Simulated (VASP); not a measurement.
Computed with PBEsol GGA, VASP's PBE PAW potentials (set 64) (plane waves; VASP).

A VASP calculation is set up with these files.

File POSCAR:
```
Be3ZnTe4
1
   -0.0000000000     2.8636117268     2.8636117268
    2.8636117268     0.0000000000     2.8636117268
   11.4718577151    11.4718577151    -0.0174108078
Zn Te Be
1 4 3
Direct
  0.0036053158   0.0036053158   0.9972960131
  0.2327521568   0.2327521568   0.0754358824
  0.2447173948   0.2447173948   0.3164619539
  0.2545736362   0.2545736362   0.5590697728
  0.2655013136   0.2655013136   0.8008740148
  0.9893754990   0.9893754990   0.2579683757
  0.9998666255   0.9998666255   0.5001000308
  0.0096080583   0.0096080583   0.7427939563
```

**INCAR**
```
ALGO=Normal
EDIFF=1E-7
ENCUT=400
GGA=PS
ISIF=2
ISMEAR=-5
LASPH=T
LCHARG=T
LMAXMIX=4
LORBIT=11
LREAL=F
LWAVE=F
NEDOS=601
NELM=100
PREC=Accurate
SYSTEM=Be3ZnTe4
```

**KPOINTS**
```
K-points
0
G
8 8 2
0 0 0
```

POTCAR, in this order: Zn Te Be (PBE.64 set). Program: vasp_std.

What VASP printed:

### OUTCAR
```
 ion  position               nearest neighbor table
   1  0.004  0.004  0.997-   2 2.56   2 2.56   2 2.56   5 2.60
   2  0.233  0.233  0.075-   6 2.42   1 2.56   1 2.56   1 2.56
   3  0.245  0.245  0.316-   7 2.43   6 2.46   6 2.46   6 2.46
   4  0.255  0.255  0.559-   8 2.44   7 2.47   7 2.47   7 2.47
   5  0.266  0.266  0.801-   8 2.46   8 2.46   8 2.46   1 2.60
   6  0.989  0.989  0.258-   2 2.42   3 2.46   3 2.46   3 2.46
   7  1.000  1.000  0.500-   3 2.43   4 2.47   4 2.47   4 2.47
   8  0.010  0.010  0.743-   4 2.44   5 2.46   5 2.46   5 2.46
  LATTYP: Found a trigonal (rhomboedric) cell.
 ALAT       =    13.4612265707
 COS(alpha) =     0.9547457891
 Subroutine PRICEL returns:
 Original cell was already a primitive cell.
 Subroutine GETGRP returns: Found  6 space group operations
The static configuration has the point symmetry C_3v.
The dynamic configuration has the point symmetry C_3v.
 Subroutine INISYM returns: Found  6 space group operations
 Subroutine IBZKPT returns following result:
 Found     20 irreducible k-points:

 Following reciprocal coordinates:
            Coordinates               Weight
  0.000000  0.000000  0.000000      1.000000
  0.125000  0.000000  0.000000      6.000000
  0.250000  0.000000  0.000000      6.000000
  0.375000  0.000000  0.000000      6.000000
  0.500000  0.000000  0.000000      3.000000
  0.125000  0.125000  0.000000      6.000000
  0.250000  0.125000  0.000000      6.000000
  0.375000  0.125000  0.000000     12.000000
  0.500000  0.125000  0.000000     12.000000
 -0.375000  0.125000 -0.000000     12.000000
 -0.250000  0.125000 -0.000000     12.000000
 -0.125000  0.125000  0.000000      6.000000
  0.500000  0.250000  0.000000      6.000000
 -0.375000  0.250000 -0.000000      6.000000
  0.375000  0.375000  0.000000      6.000000
 -0.375000  0.375000  0.000000      6.000000
  0.000000  0.000000  0.500000      1.000000
...
```

OSZICAR:
```
       N       E                     dE             d eps       ncg     rms          rms(c)
DAV:   1     0.193473990077E+03    0.19347E+03   -0.14631E+04  1040   0.116E+03
DAV:   2    -0.138491517384E+02   -0.20732E+03   -0.20291E+03  1220   0.243E+02
DAV:   3    -0.306242554213E+02   -0.16775E+02   -0.16715E+02  1272   0.776E+01
DAV:   4    -0.310263255708E+02   -0.40207E+00   -0.40160E+00  1438   0.120E+01
DAV:   5    -0.310360983028E+02   -0.97727E-02   -0.97713E-02  1418   0.177E+00    0.873E+00
DAV:   6    -0.304772422379E+02    0.55886E+00   -0.15037E+00  1350   0.352E+01    0.575E+00
DAV:   7    -0.303867211295E+02    0.90521E-01   -0.84485E-01  1324   0.542E+00    0.180E+00
DAV:   8    -0.303863700717E+02    0.35106E-03   -0.30407E-02  1386   0.107E+00    0.561E-01
DAV:   9    -0.303850444352E+02    0.13256E-02   -0.91038E-03  1282   0.929E-01    0.236E-01
DAV:  10    -0.303849444596E+02    0.99976E-04   -0.17080E-03  1326   0.539E-01    0.102E-01
DAV:  11    -0.303850015317E+02   -0.57072E-04   -0.34064E-04  1306   0.237E-01    0.313E-02
DAV:  12    -0.303850108842E+02   -0.93525E-05   -0.64199E-05  1322   0.932E-02    0.107E-02
DAV:  13    -0.303850151706E+02   -0.42864E-05   -0.13489E-05  1338   0.349E-02    0.723E-03
DAV:  14    -0.303850154477E+02   -0.27719E-06   -0.43197E-06  1314   0.313E-02    0.350E-03
DAV:  15    -0.303850155850E+02   -0.13721E-06   -0.90617E-07  1166   0.816E-03    0.149E-03
DAV:  16    -0.303850155541E+02    0.30826E-07   -0.57573E-08   746   0.237E-03
   1 F= -.30385016E+02 E0= -.30385016E+02  d E =0.000000E+00
```

### OUTCAR
```
------------------------ aborting loop because EDIFF is reached ----------------------------------------
  FORCE on cell =-STRESS in cart. coord.  units (eV):
  Direction    XX          YY          ZZ          XY          YZ          ZX
  --------------------------------------------------------------------------------------
  Total       -0.0223098     -0.0223098     -0.0223098      0.0285176     -0.0285176     -0.0285176
  in kB       -0.1898386     -0.1898386     -0.1898386      0.2426620     -0.2426620     -0.2426620
  external PRESSURE =      -0.1898386 kB  Pullay stress =       0.0000000 kB
  volume of cell :      188.29
      direct lattice vectors                 reciprocal lattice vectors
     0.000000000  2.863611727  2.863611727    -0.174472279  0.174737075  0.174472279
     2.863611727  0.000000000  2.863611727     0.174737075 -0.174472279  0.174472279
    11.471857715 11.471857715 -0.017410808     0.043551871  0.043551871 -0.043551871
 POSITION                                       TOTAL-FORCE (eV/Angst)
 -----------------------------------------------------------------------------------
     11.45116     11.45116      0.00328        -0.000683     -0.000683      0.000683
      1.53190      1.53190      1.33171         0.004055      0.004055     -0.004055
      4.33118      4.33118      1.39604         0.011684      0.011684     -0.011684
      7.14257      7.14257      1.44827        -0.000562     -0.000562      0.000562
      9.94781      9.94781      1.50664        -0.003298     -0.003298      0.003298
      5.79256      5.79256      5.66188         0.002335      0.002335     -0.002335
      8.60031      8.60031      5.71775        -0.004740     -0.004740      0.004740
      8.54874      8.54874      0.04209        -0.008792     -0.008792      0.008792
 -----------------------------------------------------------------------------------
    total drift:                                0.000360      0.000360     -0.000374
  FREE ENERGIE OF THE ION-ELECTRON SYSTEM (eV)
  ---------------------------------------------------
  free  energy   TOTEN  =       -30.3850155541 eV

  energy  without entropy=      -30.3850155541  energy(sigma->0) =      -30.38501555

 total charge

# of ion       s       p       d       tot
------------------------------------------
    1        0.577   0.506   9.761  10.845
    2        1.341   2.131   0.037   3.509
    3        1.334   2.123   0.032   3.489
    4        1.334   2.123   0.031   3.489
    5        1.335   2.111   0.031   3.477
    6        0.367   0.551   0.000   0.918
    7        0.367   0.551   0.000   0.917
    8        0.367   0.551   0.000   0.918
--------------------------------------------------
tot          7.022  10.648   9.892  27.562
```
(Selected blocks of OUTCAR.)

File OUTCAR:
```
 val. band max:        4.8357772001   @ k =   0.0000   0.0000   0.0000

 cond. band min:       6.4281452932   @ k =   0.5000   0.0000   0.0000


 Fermi energy:         4.8504799137

 k-point     1 :       0.0000    0.0000    0.0000
  band No.  band energies     occupation
      1      -7.6896      2.00000
      2      -7.2193      2.00000
      3      -7.1065      2.00000
      4      -6.4155      2.00000
      5      -2.3481      2.00000
      6      -2.3481      2.00000
      7      -2.2891      2.00000
      8      -2.1270      2.00000
      9      -2.1270      2.00000
     10      -1.0054      2.00000
     11       1.1271      2.00000
     12       1.3370      2.00000
     13       3.3398      2.00000
     14       3.3398      2.00000
     15       3.7179      2.00000
     16       3.7179      2.00000
     17       4.0618      2.00000
     18       4.0618      2.00000
     19       4.5375      2.00000
     20       4.8358      2.00000
     21       4.8358      2.00000
     22       7.2379      0.00000
     23       7.4550      0.00000
     24       7.5617      0.00000
     25       7.7266      0.00000
     26       8.2012      0.00000

 k-point     2 :       0.1250    0.0000    0.0000
  band No.  band energies     occupation
      1      -7.5511      2.00000
      2      -7.2043      2.00000
      3      -6.8934      2.00000
      4      -6.3628      2.00000
      5      -2.3440      2.00000
      6      -2.3357      2.00000
      7      -2.2809      2.00000
      8      -2.1330      2.00000
      9      -2.1263      2.00000
     10      -0.7965      2.00000
     11       0.6676      2.00000
     12       1.8047      2.00000
     13       2.5412      2.00000
     14       2.7579      2.00000
     15       3.0429      2.00000
     16       3.2728      2.00000
     17       3.4149      2.00000
     18       3.7600      2.00000
     19       3.9026      2.00000
     20       4.3787      2.00000
     21       4.6149      2.00000
     22       7.5793      0.00000
...
```

Unless said otherwise, spin-orbit coupling is left out, though it shifts the bands of the heavy elements here.

The structure was generated: Be3ZnTe4 was put into an ordered model structure (R3m), which need not be its known phase. It was relaxed first.
